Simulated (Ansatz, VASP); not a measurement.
# PtF2 (fluorite type (invented)) in two plane-wave programs

Aim: how closely do two programs agree when they are given the same cell, functional and k mesh? The cell is generated by rule, not measured, and may not be a known phase. The cell is taken from a series of runs on this material, whose earlier steps may have relaxed, scaled, displaced or heated it; both programs get it as it stands.

Program: Ansatz 0.2.0. Level of theory: plane waves, with VASP 6.6.1 beside it; relaxation of cell and atoms at PBEsol. Results are calculated unless marked as measured.

### 1. The structure

The structure is cubic, space group Fm-3m (No. 225). The conventional cell has a = 5.344 Å, b = 5.344 Å, c = 5.344 Å, α = 90.00°, β = 90.00°, γ = 90.00°. Pt has 8 F at 2.31 Å nearest. Nearest to F lie 4 Pt at 2.31 Å. Farther neighbours and most contacts between anions are not listed.

As a file:

```cif
data_structure
_symmetry_space_group_name_H-M 'Fm-3m'
_symmetry_Int_Tables_number 225
_cell_length_a 5.3441
_cell_length_b 5.3441
_cell_length_c 5.3441
_cell_angle_alpha 90.000
_cell_angle_beta 90.000
_cell_angle_gamma 90.000
_cell_volume 152.63
loop_
_atom_site_label
_atom_site_type_symbol
_atom_site_symmetry_multiplicity
_atom_site_Wyckoff_symbol
_atom_site_fract_x
_atom_site_fract_y
_atom_site_fract_z
_atom_site_occupancy
Pt1 Pt 4 a 0.00000 0.00000 0.00000 1
F1 F 8 c 0.25000 0.75000 0.75000 1
```

### 2. Ansatz: relaxation of cell and atoms, PBEsol

Ansatz runs on its default PAW (the set named soft_2) files.

The relaxed volume is the usual yardstick between codes: in a stiff, nearly cubic crystal its relative difference is about their pressure difference at one cell divided by the bulk modulus.

File input.yaml:

```yaml
crystal:
  lattice:
    - [0.0, 2.6720579519, 2.6720579519]
    - [2.6720579519, 0.0, 2.6720579519]
    - [2.6720579519, 2.6720579519, 0.0]
  atoms:
    - { symbol: Pt, position: [0.0, 0.0, 0.0] }
    - { symbol: F, position: [0.25, 0.25, 0.25] }
    - { symbol: F, position: [0.75, 0.75, 0.75] }
kpoints:
  mp_grid: { grid: [14, 14, 14] }
hamiltonian:
  xc: pbesol
scf:
  occupations: { method: gaussian, width: 0.1 }
output:
  forces: true
  stress: true
  eigenvalues: true
  write_density: true
  write_potential: true
  elf: true
  volumetric_format: npy
relax:
  adjacent_minimum: "off"
  f_tol: 0.005
  max_steps: 80
  cell: { stress_tol: 0.05 }
```

Command:

```
> ansatz run input.yaml --threads 2 --pin off --max-ram 5120MiB --backend cpu --events-out ev --progress --plain --runs-dir out
```

Numbers of over 12 decimals in the logs are rounded to 6 here.

The program printed:

```text
Engine: ansatz 0.2.0, aarch64-unknown-linux-gnu
Pseudopotentials: kind: paw
Pseudopotential: Pt, paw, valence charge 18, recommended cutoff 420 eV (normal), Pt.paw.azcp
Pseudopotential: F, paw, valence charge 7, recommended cutoff 420 eV (normal), F.paw.azcp
Functional definition: PBEsol
  exchange = pbesol_x
  correlation = pbesol_c
Crystal: 3 atoms, lattice volume = 38.156 Å³
Basis set: ecut = 420 eV, 725 PW (Γ), exchange–correlation on 54×54×54 points (8 copies of the dense FFT grid, shifted against one another)
Bands: 20, of which v1, the nominal top of the filled ones, is band 16 counted from 1 (15 counted from 0)
Symmetry: 48 space group operations
Space group: Fm-3m (ITA 225), of the structure as read, at distance tolerance 3.4e-5 Å
k-points: 104 of 2744
Non-local potential: Pt, projectors of the file, l = 0: 3, l = 1: 2, l = 2: 2, l = 3: 1
Non-local potential: F, projectors of the file, l = 0: 2, l = 1: 2, l = 2: 1
PAW form: soft (Blöchl's): semilocal exchange-correlation on the pseudo side does not see the compensation charge
PAW frozen core: Pt, regenerated for the run's functional, and the local potential with it (the file was generated under x = pbe(κ = 0.804, μ = 0.219515), c = pbe(β = 0.066725))
PAW frozen core: F, regenerated for the run's functional, and the local potential with it (the file was generated under x = pbe(κ = 0.804, μ = 0.219515), c = pbe(β = 0.066725))
PAW one-centre angular grid: Pt, 590 points (default); XC on 64 Gauss nodes
PAW one-centre angular grid: F, 110 points (default); XC on 64 Gauss nodes
Initial density: superposition of atomic densities (neutral atoms: chi_scale 0, normalization atom), corrected by the library's trained network
Initial wavefunctions: pseudopotential atomic-orbital guess
Functional: x = pbesol(κ = 0.804, μ = 0.123457), c = pbesol(β = 0.046)
SCF iter   1: F=—  HF=-13979.970152 eV  |F-HF|=—  |Δ(HF+E_count)|=         —  Δρ=2.47e-2  dr2=1.52e-1  ethr=1.77e-3  ⟨swp⟩=5.1  Hψ=8230  notcnv=0
preconditioner: auto → LDOS  [metal: Δε(μ)=0.008 eV  Ē_g=13.005 eV  σ=0.100 eV  W_gap=0.04  n_scr=14 (ndim 8)  ℏωp=29.4 eV  f_vac=0.095  D(μ)=4.81/eV (n_scr^D=64)  β→1.0]
SCF iter   2: F=—  HF=-13979.954245 eV  |F-HF|=—  |Δ(HF+E_count)|=   1.59e-2  Δρ=1.09e-2  dr2=6.43e-2  ethr=4.74e-4  ⟨swp⟩=2.5  Hψ=4263  notcnv=0  defer=5
SCF iter   3: F=—  HF=-13979.946266 eV  |F-HF|=—  |Δ(HF+E_count)|=   7.98e-3  Δρ=1.10e-2  dr2=4.23e-2  ethr=2.01e-4  ⟨swp⟩=3.0  Hψ=3951  notcnv=0  defer=5
SCF iter   4: F=—  HF=-13979.937422 eV  |F-HF|=—  |Δ(HF+E_count)|=   8.84e-3  Δρ=2.79e-3  dr2=3.91e-3  ethr=1.32e-4  ⟨swp⟩=2.5  Hψ=3236  notcnv=0  defer=5
SCF iter   5: F=—  HF=-13979.936743 eV  |F-HF|=—  |Δ(HF+E_count)|=   6.79e-4  Δρ=2.27e-4  dr2=1.01e-5  ethr=1.22e-5  ⟨swp⟩=1.9  Hψ=2781  notcnv=0  defer=3
SCF iter   6: F=—  HF=-13979.936733 eV  |F-HF|=—  |Δ(HF+E_count)|=   9.92e-6  Δρ=3.74e-5  dr2=3.26e-7  ethr=3.16e-8  ⟨swp⟩=2.1  Hψ=3843  notcnv=0  defer=3
SCF iter   7: F=-13979.936733 eV  HF=-13979.936733 eV  |F-HF|=1.09e-9  |Δ(HF+E_count)|=   1.35e-8  Δρ=1.86e-6  dr2=1.50e-9  ethr=3.13e-10  ⟨swp⟩=9.7  Hψ=14567  notcnv=0
SCF 1 converged in 7 iterations: F = -13979.936733 eV  dr2 = 1.50e-9
  greatest PAW one-centre occupation: 1.000 electrons in one spin orbital (limit 2), on the Pt atom at site 0 (counted from 0), in its partial waves of l = 0
relax step   1: F+E_penalty+E_count = -13979.93673290 eV  Δ(F+E_penalty+E_count) = +0.000e0 eV  max|allowed force component| = 1.156e-18 eV/Å  Δτ_max = 0.0000 Å  P = +0.113 GPa  Ω = 38.156 Å³  (7 SCF iters, dr2 threshold 1.00e-7 eV, accepted)
[...]
relax step   2: F+E_penalty+E_count = -13979.93659577 eV  Δ(F+E_penalty+E_count) = +1.371e-4 eV  max|allowed force component| = 4.433e-18 eV/Å  Δτ_max = 0.0000 Å  P = -0.013 GPa  Ω = 38.190 Å³  energy of the carried Pulay correction = -1.476e-4 eV  (5 SCF iters, dr2 threshold 3.16e-8 eV, accepted)
[...]
relax step   3: F+E_penalty+E_count = -13979.93674715 eV  Δ(F+E_penalty+E_count) = -1.514e-4 eV  max|allowed force component| = 3.662e-18 eV/Å  Δτ_max = 0.0000 Å  P = -0.005 GPa  Ω = 38.190 Å³  stress off target by 4.91e-3 GPa  SCF on the basis re-selected at this cell (its energy is not comparable with the rows above)  (4 SCF iters)
basis re-selected at this cell: Δ(F+E_penalty+E_count) = -1.514e-4 eV, ΔP = +0.008 GPa vs the last step (what re-selecting the basis moved, of the pressure what is left beyond the Pulay correction that the steps carried, after the strain that the cell walked since its last selection, with what the two solves' SCF thresholds leave and, on support functions, any second-order correction that the steps lacked; it is no m [...]
SCF converged after 4 iterations
Free energy (F): -13979.936747 eV
Harris-Foulkes:  -13979.936747 eV  (|F-HF|=0.00e0)
Internal energy: -13979.911744 eV  (E = F + TS)
E sigma→0 (E₀):  -13979.924246 eV
Entropy (-TS):   -0.025003 eV (-8.334 meV/atom)
Fermi energy:    10.495465 eV
--- Per-component energies (eV) ---
  E_band       = -347.212790
  E_kinetic    = 1044.160604
  E_local      = -3113.425240  (includes V_loc(G=0)·N_el)
  E_nonlocal   = 355.452039
  E_hartree    = 1142.656657
  E_xc         = -412.016417
  E_vxc        = -497.913890  (∫ρ·V_xc dr)
  E_paw        = -9703.021711  (= ΣΔE_a)
  E_vpaw       = -420.803965  (= ΣTr[D̂ρ^β])
  E_aug_tail   = 0.004309  (compensation charges beyond the density's cutoff)
  E_ewald      = -3294.093851
  E_core_change = 0.371866  (= ΣΔE_core)
  E_smearing   = -0.025003  (= −TS)
  E_closure    = 0.000000  (closes the sum)
  Σ components = -13979.936747   (vs F -13979.936747, Δ=0.00e0)
--- Forces (eV/Å), atoms counted from 1 ---
  atom   1  Pt     0.00000000    -0.00000000     0.00000000
  atom   2  F      0.00000000    -0.00000000     0.00000000
  atom   3  F     -0.00000000     0.00000000    -0.00000000
  max |Σ_I F_I| component: 2.89e-18 eV/Å
--- Stress (GPa, compression-positive) ---
       -0.004910       0.000000       0.000000
        0.000000      -0.004910       0.000000
        0.000000       0.000000      -0.004910
  P = ⅓ Tr σ = -0.0049 GPa (-0.049 kbar)
--- Band table (eV; the first three rows and the last of 104) ---
  k-point 0: bands = [... 12 lower, 8.6153, 8.6153, 10.4909, 11.1491, 11.1491, 11.1491, 21.3877, 21.3877]
  k-point 1: bands = [... 12 lower, 8.6466, 8.6466, 10.6816, 11.0762, 11.1225, 11.1225, 20.9757, 21.4794]
  k-point 2: bands = [... 12 lower, 8.7213, 8.7213, 10.7350, 11.0516, 11.0516, 11.3170, 20.1303, 21.7427]
  k-point 103: bands = [... 12 lower, 8.9836, 9.0870, 9.3490, 9.6113, 10.2911, 15.7709, 19.7084, 19.7420]
--- Relaxed structure (2 steps of the walk, 2 accepted, 1 SCFs on fresh bases) ---
  F+E_penalty+E_count = -13979.93674715 eV   max|allowed force component| = 3.662e-18 eV/Å   (the final SCF, on the basis selected at the relaxed cell)
  cell:  # Å, volume = 38.1901 Å³
    - [0, 2.672843, 2.672843]
    - [2.672843, 0, 2.672843]
    - [2.672843, 2.672843, 0]
  atoms:
    - { symbol: Pt, position: [0, 0, 0] }
    - { symbol: F, position: [0.25, 0.25, 0.25] }
    - { symbol: F, position: [0.750000, 0.750000, 0.750000] }
```

### 3. VASP: relaxation of cell and atoms, PBEsol

The same cell, functional, mesh and smearing now go to VASP, with its own data sets.

Lines of VASP's logs that name or quote its potential files are left out, and so is its time.

File INCAR:

```
SYSTEM = PtF2
PREC = Accurate
ENCUT = 600
EDIFF = 1E-07
NELM = 120
ISMEAR = 0
SIGMA = 0.1
LREAL = .FALSE.
ALGO = Normal
GGA = PS
NBANDS = 18
LASPH = .TRUE.
LORBIT = 11
LWAVE = .FALSE.
LCHARG = .FALSE.
ISIF = 3
IBRION = 2
NSW = 80
EDIFFG = -0.005
GGA_COMPAT = .FALSE.
NELMIN = 4
```

File POSCAR:

```
PtF2
1.0
    0.0000000000      2.6720580000      2.6720580000
    2.6720580000      0.0000000000      2.6720580000
    2.6720580000      2.6720580000      0.0000000000
Pt F
1 2
Direct
    0.0000000000      0.0000000000      0.0000000000
    0.2500000000      0.2500000000      0.2500000000
    0.7500000000      0.7500000000      0.7500000000
```

File KPOINTS:

```
Automatic mesh
0
Gamma
14 14 14
0 0 0
```

Potentials, in the order of the species: Pt and F (PBE family, release 64).

Command:

```
> mpirun -np 1 vasp_std
```

The program printed:

```text
[banner, memory and clock lines left out]
running    1 mpi-ranks, on    1 nodes
 distrk:  each k-point on    1 cores,    1 groups
 distr:  one band on    1 cores,    1 groups

 POSCAR found type information on POSCAR PtF
 POSCAR found :  2 types and       3 ions
|                                                                             |
|               ----> ADVICE to this user running VASP <----                  |
|                                                                             |
|     You enforced a specific xc type in the INCAR file but a different       |
|     [... a line on the potential file left out ...]
|     I HOPE YOU KNOW WHAT YOU ARE DOING!                                     |
|                                                                             |

 LDA part: xc-table for (Slater+PW92), standard interpolation
 POSCAR, INCAR and KPOINTS ok, starting setup
 FFT: planning ... GRIDC
 FFT: planning ... GRID_SOFT
 FFT: planning ... GRID
 WAVECAR not read
 entering main loop
       N       E                     dE             d eps       ncg     rms          rms(c)
DAV:   1     0.157760244970E+03    0.15776E+03   -0.14942E+04  3784   0.144E+03
DAV:   2    -0.606449547357E+01   -0.16382E+03   -0.15962E+03  4268   0.318E+02
DAV:   3    -0.128056794795E+02   -0.67412E+01   -0.66522E+01  4216   0.633E+01
DAV:   4    -0.128454639395E+02   -0.39784E-01   -0.39777E-01  3936   0.530E+00
DAV:   5    -0.128457547967E+02   -0.29086E-03   -0.29085E-03  4030   0.476E-01    0.126E+01
DAV:   6    -0.118405252687E+02    0.10052E+01   -0.41785E+00  3806   0.209E+01    0.103E+01
DAV:   7    -0.117452708283E+02    0.95254E-01   -0.36351E-01  3798   0.750E+00    0.684E+00
DAV:   8    -0.117422549198E+02    0.30159E-02   -0.92668E-02  3790   0.288E+00    0.176E+00
DAV:   9    -0.117373209682E+02    0.49340E-02   -0.90616E-03  3832   0.844E-01    0.301E-01
DAV:  10    -0.117369650380E+02    0.35593E-03   -0.16044E-03  3842   0.343E-01    0.399E-02
DAV:  11    -0.117370139395E+02   -0.48901E-04   -0.31491E-05  3818   0.435E-02    0.226E-02
DAV:  12    -0.117370239824E+02   -0.10043E-04   -0.10559E-05  3842   0.237E-02    0.510E-03
DAV:  13    -0.117370243524E+02   -0.36999E-06   -0.82405E-07  3888   0.889E-03    0.297E-03
DAV:  14    -0.117370243170E+02    0.35429E-07   -0.51951E-08  3060   0.227E-03
   1 F= -.11737024E+02 E0= -.11724538E+02  d E =-.117370E+02
 curvature:   0.00 expect dE= 0.000E+00 dE for cont linesearch  0.000E+00
 trial: gam= 0.00000 g(F)=  0.141E-46 g(S)=  0.173E-03 ort = 0.000E+00 (trialstep = 0.100E+01)
 search vector abs. value=  0.173E-03
 bond charge predicted
       N       E                     dE             d eps       ncg     rms          rms(c)
DAV:   1    -0.117388697072E+02   -0.18454E-02   -0.36359E-02  3766   0.178E+00    0.325E-01
DAV:   2    -0.117372477139E+02    0.16220E-02   -0.46678E-03  3812   0.629E-01    0.856E-02
DAV:   3    -0.117370826010E+02    0.16511E-03   -0.46371E-04  3764   0.241E-01    0.874E-02
DAV:   4    -0.117370654154E+02    0.17186E-04   -0.34489E-05  4056   0.495E-02    0.577E-02
DAV:   5    -0.117370661565E+02   -0.74115E-06   -0.99648E-06  3788   0.253E-02    0.903E-03
DAV:   6    -0.117370653733E+02    0.78322E-06   -0.18154E-06  3842   0.136E-02    0.881E-04
DAV:   7    -0.117370655397E+02   -0.16640E-06   -0.90783E-08  2966   0.282E-03    0.220E-04
DAV:   8    -0.117370655630E+02   -0.23342E-07   -0.40131E-09  1904   0.607E-04
   2 F= -.11737066E+02 E0= -.11724641E+02  d E =-.412460E-04
 trial-energy change:   -0.000041  1 .order   -0.000041   -0.000173    0.000091
 step:   0.6548(harm=  0.6548)  dis= 0.00000  next Energy=   -11.737081 (dE=-0.566E-04)
 bond charge predicted
       N       E                     dE             d eps       ncg     rms          rms(c)
DAV:   1    -0.117372968941E+02   -0.23135E-03   -0.43337E-03  3762   0.614E-01    0.112E-01
DAV:   2    -0.117371040833E+02    0.19281E-03   -0.55435E-04  3814   0.217E-01    0.296E-02
DAV:   3    -0.117370846855E+02    0.19398E-04   -0.55271E-05  3764   0.836E-02    0.304E-02
DAV:   4    -0.117370822851E+02    0.24003E-05   -0.41500E-06  4054   0.172E-02    0.201E-02
DAV:   5    -0.117370816642E+02    0.62091E-06   -0.11883E-06  3786   0.873E-03    0.304E-03
DAV:   6    -0.117370816030E+02    0.61239E-07   -0.21002E-07  2788   0.469E-03
   3 F= -.11737082E+02 E0= -.11724636E+02  d E =-.572860E-04
 curvature:  -0.33 expect dE=-0.111E-08 dE for cont linesearch -0.111E-08
 trial: gam=-0.00441 g(F)=  0.260E-46 g(S)=  0.340E-08 ort = 0.767E-06 (trialstep = 0.931E+00)
 search vector abs. value=  0.100E-09
 reached required accuracy - stopping structural energy minimisation
```

From OUTCAR (step 3):

```text
ion  position               nearest neighbor table
   1  0.000  0.000  0.000-   3 2.31   3 2.31   3 2.31   2 2.31   3 2.31   2 2.31   2 2.31   2 2.31

  LATTYP: Found a face centered cubic cell.
 ALAT       =     5.3441160000

 Subroutine GETGRP returns: Found 48 space group operations
 (whereof 48 operations were pure point group operations)

The static configuration has the point symmetry O_h .

 Found    104 irreducible k-points:

   k-points           NKPTS =    104   k-points in BZ     NKDIM =    104   number of bands    NBANDS=     18

   dimension x,y,z NGX =    30 NGY =   30 NGZ =   30
   dimension x,y,z NGXF=    60 NGYF=   60 NGZF=   60

   ENCUT  =  600.0 eV  44.10 Ry    6.64 a.u.   7.55  7.55  7.55*2*pi/ulx,y,z

   NELECT =      24.0000    total number of electrons

 k-points in reciprocal lattice and weights: Automatic mesh
   0.00000000  0.00000000  0.00000000       0.000
   0.07142857  0.00000000  0.00000000       0.003
   0.14285714  0.00000000  0.00000000       0.003
   0.21428571  0.00000000  0.00000000       0.003
   0.28571429  0.00000000  0.00000000       0.003
   0.35714286  0.00000000  0.00000000       0.003
   0.42857143  0.00000000  0.00000000       0.003
   0.50000000  0.00000000  0.00000000       0.001
   0.07142857  0.07142857  0.00000000       0.002
[...]
-0.28571429  0.42857143  0.21428571       0.009
  -0.28571429  0.50000000  0.21428571       0.004

 average (electrostatic) potential at core
       1 -68.7608       2 -75.9813       3 -75.9813

 E-fermi :   4.3833

 k-point     1 :       0.0000    0.0000    0.0000
  band No.  band energies     occupation
    ...
      7      -0.2066      2.00000
      8      -0.2066      2.00000
      9       2.4942      2.00000
     10       2.4942      2.00000
     11       4.3736      1.10911
     12       5.0394      0.00000
     13       5.0394      0.00000
     14       5.0394      0.00000
     15      15.2805      0.00000
     16      15.2805      0.00000
    ...

 k-point     2 :       0.0714    0.0000    0.0000
  band No.  band energies     occupation
    ...
      6      -0.3422      2.00000
      7      -0.2555      2.00000
      8      -0.2555      2.00000
      9       2.5258      2.00000
     10       2.5258      2.00000
     11       4.5654      0.01002
     12       4.9660      0.00000
     13       5.0126      0.00000
     14       5.0126      0.00000
     15      14.8692      0.00000
    ...

 k-point     3 :       0.1429    0.0000    0.0000
  band No.  band energies     occupation
    ...
      6      -0.6760      2.00000
      7      -0.3849      2.00000
      8      -0.3849      2.00000
      9       2.6012      2.00000
     10       2.6012      2.00000
     11       4.6227      0.00071
     12       4.9414      0.00000
     13       4.9414      0.00000
     14       5.2043      0.00000
     15      14.0246      0.00000
    ...

  Total       -0.0002655     -0.0002655     -0.0002655      0.0000000      0.0000000     -0.0000000
  in kB       -0.0111707     -0.0111707     -0.0111707      0.0000000      0.0000000     -0.0000000
  external PRESSURE =      -0.0111707 kB  Pullay stress =       0.0000000 kB

  energy-cutoff  :      600.00
  volume of cell :       38.08
      direct lattice vectors                 reciprocal lattice vectors
     0.000000000  2.670373056  2.670373056    -0.187239756  0.187239756  0.187239756
     2.670373056  0.000000000  2.670373056     0.187239756 -0.187239756  0.187239756
     2.670373056  2.670373056 -0.000000000     0.187239756  0.187239756 -0.187239756

 POSITION                                       TOTAL-FORCE (eV/Angst)
 -----------------------------------------------------------------------------------
      0.00000      0.00000      0.00000        -0.000000     -0.000000      0.000000
      1.33519      1.33519      1.33519         0.000000      0.000000      0.000000
      4.00556      4.00556      4.00556        -0.000000     -0.000000     -0.000000
 -----------------------------------------------------------------------------------
    total drift:                                0.000000     -0.000000      0.000000

  FREE ENERGIE OF THE ION-ELECTRON SYSTEM (eV)
  ---------------------------------------------------
  free  energy   TOTEN  =       -11.7370816030 eV

  energy  without entropy=      -11.7121894957  energy(sigma->0) =      -11.72463555

 reached required accuracy - stopping structural energy minimisation

 total charge
# of ion       s       p       d       tot
------------------------------------------
    1        0.321   0.283   8.017   8.621
    2        1.750   4.233   0.000   5.983
    3        1.750   4.233   0.000   5.983
--------------------------------------------------
tot          3.820   8.750   8.017  20.587

[... 3 further parts left out ...]
```

CONTCAR:

```
PtF2
   1.00000000000000
     0.0000000000000000    2.6703730562481738    2.6703730562481738
     2.6703730562481738    0.0000000000000000    2.6703730562481738
     2.6703730562481738    2.6703730562481738   -0.0000000000000000
  Pt              F
     1     2
Direct
     0.0000000000000000    0.0000000000000000    0.0000000000000000
     0.2500000000000000    0.2500000000000000    0.2500000000000000
     0.7500000000000000    0.7500000000000000    0.7500000000000000
```

### 4. Side by side

Known differences besides the potentials themselves: the data sets hold 32 valence electrons in Ansatz (on its default PAW (the set named soft_2) files) and 24 in VASP; the cutoff is 420 eV in Ansatz and 600 eV in VASP; Ansatz makes its cores anew for this functional, VASP keeps those of its PBE data sets; Ansatz adds a Pulay correction to the stress that steers its cell, VASP none. Total energies have different zeros and are not compared.

Compared:

```
                                         quantity  Ansatz   VASP  difference
                                      volume (Å³)   38.19  38.08     +0.28 %
edge a after relaxation, in the typed setting (Å)   3.780  3.776     +0.09 %
```

### 5. Outcome

| Property | Result |
| --- | --- |
| difference in volume (relaxation of cell and atoms, PBEsol) | 0.28 % |

The difference in volume is 0.28 % (relaxation of cell and atoms, PBEsol), within the 1.2 % picked in this series as the mark of a large difference, as far as the stopping tolerances let one tell. The data sets hold unlike numbers of valence electrons (32 in Ansatz and 24 in VASP), so part of the differences comes from the potentials. Such differences can come from data sets, numerical settings and the points named under the comparisons, not from the functional's error against experiment.

[Lines on the potential files, build, host, timing and source positions are cut from VASP's logs without a mark.]

[Logs are printed without paths, hosts, clocks, repeated set-up lines and the standing remarks that a program may print on its own settings, such as how far it seeks lower states.]

[Hosts, paths, dates, database ids (printed as entryN), source tags and the programs' standing remarks are cut or masked in the printed files.]
